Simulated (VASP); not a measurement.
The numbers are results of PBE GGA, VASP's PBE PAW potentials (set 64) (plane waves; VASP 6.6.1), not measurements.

VASP ran on this input.

### INCAR
```
! general
SYSTEM   =  GaSb
PREC     =  Accurate
ENCUT    =  400
LREAL    =  .FALSE.   ! projection in real space or not
LASPH    =  .TRUE.   ! aspherical one-centre terms

! electronic loop
EDIFF    =  1E-6   ! SCF stop (eV)
NELM     =  100   ! most electronic steps
ALGO     =  Normal   ! blocked Davidson
LMAXMIX  =  4   ! l cut-off of mixed one-centre charges

! smearing
ISMEAR   =  2
SIGMA    =  0.01

! functional
GGA      =  PE

! ions
ISIF     =  2

! output
LWAVE    =  .FALSE.
LCHARG   =  .FALSE.
```

KPOINTS:
```
kpoints
0
gamma
7 7 7
```

### POSCAR
```
GaSb
1
    0.0000000000     3.0500000000     3.0500000000
    3.0500000000     0.0000000000     3.0500000000
    3.0500000000     3.0500000000     0.0000000000
Ga Sb
1 1
Direct
  0.0000000000   0.0000000000   0.0000000000
  0.2500000000   0.2500000000   0.2500000000
```

POTCAR, in this order: Ga_d Sb (PBE.64 set). Program: vasp_std.

Unless said otherwise, spin-orbit coupling is left out, though it shifts the bands of the heavy elements here.

Question: Estimate the energy per atom (σ→0), pressure, band gap (on the k-mesh).

Answer: 
| Property | Result |
|---|---|
| energy per atom (σ→0) | -353.6 kJ/mol of atoms |
| band gap (on the k-mesh) | 0.10 eV |
| pressure | 2.71 GPa |

### OSZICAR
```
...
DAV:   6    -0.734074848129E+01    0.45188E-01   -0.73882E-02   755   0.482E+00    0.197E+00
DAV:   7    -0.732740846234E+01    0.13340E-01   -0.45309E-02   610   0.198E+00    0.346E-01
DAV:   8    -0.732836546919E+01   -0.95701E-03   -0.48955E-03   643   0.978E-01    0.815E-02
DAV:   9    -0.732886986857E+01   -0.50440E-03   -0.79722E-04   570   0.242E-01    0.392E-02
DAV:  10    -0.732888744605E+01   -0.17577E-04   -0.34669E-05   656   0.459E-02    0.107E-02
DAV:  11    -0.732891443248E+01   -0.26986E-04   -0.42967E-05   555   0.504E-02    0.430E-03
DAV:  12    -0.732891505981E+01   -0.62733E-06   -0.96365E-07   489   0.106E-02
   1 F= -.73289151E+01 E0= -.73289163E+01  d E =0.481583E-05
```

The compound is GaSb in the zinc blende structure. The cell was not relaxed at this level. The run is one of a series of settings (ISMEAR = 2, SIGMA = 0.01 against the base run), some of them coarse on purpose.
